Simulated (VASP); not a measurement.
# CoC23 (a cell with a defect) in VASP: further runs, part 2 of 2

VASP 6.6.1. Earlier steps stand in the parts before.

**3. Single point, PBEsol+U, collinear spin, ferromagnetic start**

File INCAR:

```
SYSTEM = CoC23
ALGO     = Normal         ! electronic algorithm
EDIFF    = 1E-5           ! SCF threshold, eV
ENCUT    = 450            ! plane-wave cutoff, eV
GGA      = PS             ! functional
ISIF     = 2              ! what is computed and relaxed
ISMEAR   = 0              ! smearing method
ISPIN    = 2              ! spin polarisation
ISYM     = 0            
KPAR     = 4            
LASPH    = .TRUE.         ! aspherical terms in the spheres
LCHARG   = .FALSE.        ! write CHGCAR
LDAU     = .TRUE.         ! DFT+U
LDAUJ    = 0 0          
LDAUL    = 2 -1           ! shell
LDAUPRINT= 1            
LDAUTYPE = 2            
LDAUU    = 4 0            ! U, eV
LMAXMIX  = 4              ! l up to which the mixer works
LORBIT   = 11             ! projections on sites
LREAL    = Auto         
LWAVE    = .FALSE.        ! write WAVECAR
MAGMOM   = 5 0 0 0 0 0 0 0 0 0 0 0 0 0 0 0 0 0 0 0 0 0 0 0 ! initial moments
NELM     = 120            ! most SCF steps
PREC     = Accurate       ! precision mode
SIGMA    = 0.03           ! smearing width, eV
```

File KPOINTS:

```
k-points
0
G
  3 4 4
  0 0 0
```

File POSCAR:

```
CoC23                                   
1.0
    0.0000000000      5.3503200000      5.3503200000
    3.5668800000      0.0000000000      3.5668800000
    3.5668800000      3.5668800000      0.0000000000
  Co              C             
     1    23
Direct
     0.9878476403487173    0.0049593300314125    0.0020533564427051
     0.0035531218769214    0.0002490914613678    0.4939023413346967
     0.0035119759204198    0.4970045869105120    0.9973360023087092
     0.0045597664325952    0.4965693937557836    0.4937867818091033
     0.3329417354921900    0.0020489777192848    0.9993164555465434
     0.3397686622370288    0.9978867889695974    0.4890088729895294
     0.3398835339681217    0.4916126669084846    0.9952607361898697
     0.3340070472018436    0.4997498337682955    0.4971031331500487
     0.6668460989475973    0.9981103504614416    0.9952743976210872
     0.6604394305660513    0.0015507457939518    0.5045111283555771
     0.6605393568058398    0.5071946290560274    0.9988435891809085
     0.6685462425686007    0.4988406453607014    0.4961136214343395
     0.0960992722090573    0.1374846704001351    0.1344344705618115
     0.1006174706154266    0.1348052187984143    0.5751741921716713
     0.1006626494907130    0.5780728217503295    0.1320277422294050
     0.0863583913126749    0.6235764843247006    0.6206150260927260
     0.4262285610627238    0.1169559607491584    0.1142733694979648
     0.4130178610639934    0.1245654894883434    0.6286209383897696
     0.4131250655906333    0.6313012836427109    0.1218882830357443
     0.4193009204562929    0.6228327960061945    0.6202436432212957
     0.7033031397034035    0.1493615921017358    0.1467034806224493
     0.7521534741612531    0.1252465824923577    0.6205238555485726
     0.7521155993572196    0.6233969479254817    0.1225353728357398
     0.7502899826106977    0.6242481121235713    0.6215672094297250
```

Potentials or basis: VASP PAW PBE potentials, release 64 (Co, C).

On the command line:

```
$ cat potpaw_PBE.64/Co/POTCAR potpaw_PBE.64/C/POTCAR > POTCAR
$ mpirun -np 4 vasp_std > vasp.out
```

Run time: 2.4 min. Hardware: 4 MPI ranks of Intel Xeon 6975P-C (Granite Rapids), shared host; peak memory 0.46 GiB.

It converged, with:

| Item | Value |
| --- | --- |
| Free energy | -219.3637 eV |
| Largest force | 2.109 eV/Å |
| Band gap on the k mesh | none (metal or under the smearing width) |
| Net moment | 1.00 μB per cell |
| Site moments | Co +0.79; C +0.00, +0.01, -0.00, -0.02, -0.01, +0.05 μB |
| Valence electrons inside the program's atomic spheres | Co 9.54; C 2.60, 2.58, 2.63, 2.59, 2.62, 2.66, 2.64, 2.56, 2.61, 2.57, 2.67, 2.54 |

Forces in eV/Å, atoms in the order of the input:
```
Co  -0.427  0.606  0.605
C    0.013  0.002 -0.566
C    0.004 -0.549  0.001
C    0.579 -0.020 -0.018
C   -0.107 -0.009 -0.006
C   -0.121  0.103  0.114
C   -0.111  0.094  0.097
C    0.033 -0.028 -0.021
C   -0.051  0.227  0.216
C   -0.051 -0.008  0.052
C   -0.046  0.045 -0.013
C   -0.028  0.039  0.039
C   -1.141 -1.251 -1.258
C    1.237  0.918 -1.293
C    1.233 -1.301  0.914
C   -0.015  0.034  0.022
C    0.131 -0.006 -0.003
C    0.065 -0.010  0.016
C    0.066  0.006 -0.021
C   -0.009 -0.037 -0.031
C   -1.205  1.074  1.076
C    0.016  0.006  0.046
C    0.002  0.049  0.011
C   -0.068  0.016  0.021
```

Levels at points of the mesh, in eV from the Fermi level:
Spin up:
```tsv
k point	band 48	band 49	band 50	band 51	band 52	band 53	band 54	band 55
(0.00, 0.00, 0.00)	-3.02	-2.66	-2.61	0.12	1.82	1.91	3.01	3.08
(0.00, 0.50, 0.00)	-3.50	-2.48	-2.40	-0.67	0.21	1.50	3.08	3.43
(0.00, 0.00, 0.50)	-3.50	-2.48	-2.40	-0.67	0.21	1.50	3.08	3.43
(0.00, 0.50, 0.50)	-3.83	-2.49	-2.42	-0.66	0.49	1.43	2.53	3.25
```
Spin down:
```tsv
k point	band 46	band 47	band 48	band 49	band 50	band 51	band 52	band 53	band 54	band 55
(0.00, 0.00, 0.00)	-2.96	-2.89	-2.55	-2.46	-2.44	0.73	2.09	2.13	3.04	3.12
(0.00, 0.50, 0.00)	-3.59	-3.19	-3.03	-2.01	-1.97	0.25	0.95	1.99	3.13	3.48
(0.00, 0.00, 0.50)	-3.59	-3.19	-3.03	-2.01	-1.97	0.25	0.95	1.99	3.13	3.48
(0.00, 0.50, 0.50)	-3.78	-3.26	-3.08	-2.06	-1.97	0.30	1.25	1.90	2.54	3.28
```

Eigenvalues of the final occupation matrices:
| site | spin | trace | eigenvalues |
| --- | --- | --- | --- |
| site 1 d | 1 | 4.41 | 0.81 0.82 0.89 0.95 0.95 |
| site 1 d | 2 | 3.72 | 0.59 0.62 0.62 0.94 0.94 |

Caveat: the k mesh is coarse (spacing up to 0.38 Å⁻¹), so the values aren't converged; the PAW data sets were made with another functional, which shifts forces and pressure a little; the moment fell far below its start of 5 μB, so a state of higher moment may lie lower in energy; the U is typed as a test and isn't derived for this compound. The state reached can hang on the start; a lower one may exist.

**4. Single point, PBEsol+U, collinear spin, ferromagnetic start**

INCAR, as its differences from that of step 3:

```diff
@@ -17,3 +17,3 @@
 LDAUTYPE = 2            
-LDAUU    = 4 0            ! U, eV
+LDAUU    = 6 0            ! U, eV
 LMAXMIX  = 4              ! l up to which the mixer works
@@ -24,2 +24,3 @@
 NELM     = 120            ! most SCF steps
+NUPDOWN  = 5              ! fixed moment
 PREC     = Accurate       ! precision mode
```

KPOINTS is that of step 3.

POSCAR is that of step 3.

On the command line:

```
$ cat potpaw_PBE.64/Co/POTCAR potpaw_PBE.64/C/POTCAR > POTCAR
$ mpirun -np 4 vasp_std > vasp.out
```

It took 2.6 min on 4 MPI ranks of Intel Xeon 6975P-C (Granite Rapids), shared host; peak memory 0.44 GiB.

The run converged. Its results:

| Property | Result |
| --- | --- |
| Free energy | -214.9091 eV |
| Largest force | 0.162 eV/Å |
| Net moment | 5.00 μB per cell |
| Site moments | Co +3.03; C +0.02, +0.00, -0.00, +0.01, +0.27, +0.03, +0.09, +0.04, +0.24 μB |
| Valence electrons inside the program's atomic spheres | Co 9.36; C 2.60, 2.59, 2.58, 2.63, 2.62, 2.71, 2.69, 2.56, 2.57, 2.68, 2.55 |

Forces on the atoms (eV/Å):
```
Co  -0.045  0.024  0.022
C   -0.006  0.003  0.026
C   -0.015  0.043  0.002
C   -0.025 -0.002  0.001
C    0.008 -0.022 -0.018
C    0.020 -0.003 -0.022
C    0.030 -0.041 -0.010
C    0.018 -0.009 -0.002
C    0.012  0.044  0.034
C   -0.040  0.000  0.044
C   -0.033  0.037 -0.006
C   -0.003  0.003  0.002
C   -0.070 -0.101 -0.106
C    0.100  0.049 -0.104
C    0.094 -0.105  0.047
C    0.020 -0.010 -0.022
C    0.003  0.011  0.013
C    0.006 -0.009  0.021
C    0.006  0.010 -0.021
C    0.002 -0.001  0.005
C   -0.065  0.059  0.065
C    0.003  0.002  0.013
C   -0.012  0.016  0.008
C   -0.008  0.003  0.007
```

Eigenvalues of the final occupation matrices:
| site | spin | trace | eigenvalues |
| --- | --- | --- | --- |
| site 1 d | 1 | 5.12 | 0.99 0.99 1.03 1.05 1.06 |
| site 1 d | 2 | 2.56 | 0.05 0.06 0.81 0.81 0.82 |

Caveat: the k mesh is coarse (spacing up to 0.38 Å⁻¹), so the values aren't converged; the PAW data sets were made with another functional, which shifts forces and pressure a little; the total moment is fixed, so each spin has its own Fermi level; the U is typed as a test and isn't derived for this compound. The state reached can hang on the start; a lower one may exist.

**5. Single point, PBEsol+U, collinear spin, ferromagnetic start**

INCAR, as its differences from that of step 4:

```diff
@@ -17,3 +17,3 @@
 LDAUTYPE = 2            
-LDAUU    = 6 0            ! U, eV
+LDAUU    = 4 0            ! U, eV
 LMAXMIX  = 4              ! l up to which the mixer works
```

File KPOINTS:

```
k-points
0
G
  3 5 5
  0 0 0
```

POSCAR is that of step 4.

On the command line:

```
$ cat potpaw_PBE.64/Co/POTCAR potpaw_PBE.64/C/POTCAR > POTCAR
$ mpirun -np 4 vasp_std > vasp.out
```

Wall time 3.3 min (4 MPI ranks of Intel Xeon 6975P-C (Granite Rapids), shared host); peak memory 0.52 GiB.

Results (log left out):

- Free energy: -215.4322 eV
- Largest force: 0.037 eV/Å
- Net moment: 5.00 μB per cell
- Site moments: Co +2.98; C +0.02, +0.00, -0.00, +0.01, +0.27, +0.26, +0.03, +0.09, +0.04, +0.23 μB
- Valence electrons inside the program's atomic spheres: Co 9.27; C 2.59, 2.58, 2.63, 2.62, 2.71, 2.69, 2.56, 2.57, 2.55

Forces in eV/Å, atoms in the order of the input:
```
Co  -0.036  0.006  0.004
C   -0.004 -0.001  0.002
C   -0.013  0.019 -0.002
C    0.000 -0.005 -0.002
C    0.000 -0.001  0.002
C   -0.007  0.003  0.005
C    0.003 -0.014 -0.005
C    0.015 -0.007  0.001
C    0.003  0.009 -0.001
C   -0.004  0.000  0.007
C    0.003  0.000 -0.006
C   -0.001  0.002  0.002
C   -0.013 -0.013 -0.019
C    0.004  0.010 -0.009
C   -0.002 -0.010  0.008
C    0.019 -0.007 -0.019
C    0.002  0.007  0.009
C    0.009 -0.001  0.016
C    0.010  0.006 -0.012
C    0.003 -0.001  0.005
C    0.015 -0.005  0.002
C    0.004 -0.003  0.004
C   -0.011  0.008  0.003
C    0.002 -0.001  0.004
```

Eigenvalues of the final occupation matrices:
```tsv
site	spin	trace	eigenvalues
site 1 d	1	5.03	0.98 0.98 1.01 1.03 1.03
site 1 d	2	2.52	0.08 0.08 0.78 0.79 0.79
```

Caveat: the PAW data sets were made with another functional, which shifts forces and pressure a little; the total moment is fixed, so each spin has its own Fermi level; the U is typed as a test and isn't derived for this compound. The state reached can hang on the start; a lower one may exist.

**6. The runs side by side**

```tsv
task	U	fixed moment (μB)	cell	k mesh	mesh quality	moment (μB)	largest force (eV/Å)
relaxation of the atoms	Co d U = 4 eV	5	atoms relaxed from: atoms moved at random, drawn with an rms of 0.05 Å	3 × 4 × 4	coarse	5.00	0.03
single point	Co d U = 4 eV	-	as given	3 × 4 × 4	coarse	1.00	2.11
single point	Co d U = 6 eV	5	as given	3 × 4 × 4	coarse	5.00	0.16
single point	Co d U = 4 eV	5	as given	3 × 5 × 5	not flagged	5.00	0.04
```

Alike in all rows: level PBEsol+U; potentials or basis VASP PAW PBE potentials, release 64 (Co, C); spin collinear, ferromagnetic start; cutoff (eV) 450; smearing gaussian 0.03 eV.

Caveats: some runs use coarse meshes; the PAW data sets were made with another functional, which shifts forces and pressure a little; the U is typed as a test and isn't derived for this compound; the total moment is fixed, so each spin has its own Fermi level (some runs); the electronic state changed during the relaxation (some runs); the moment fell far below its start of 5 μB, so a state of higher moment may lie lower in energy (some runs).

Total energies depend on the potentials used, so only differences within one code and one set of settings carry meaning.
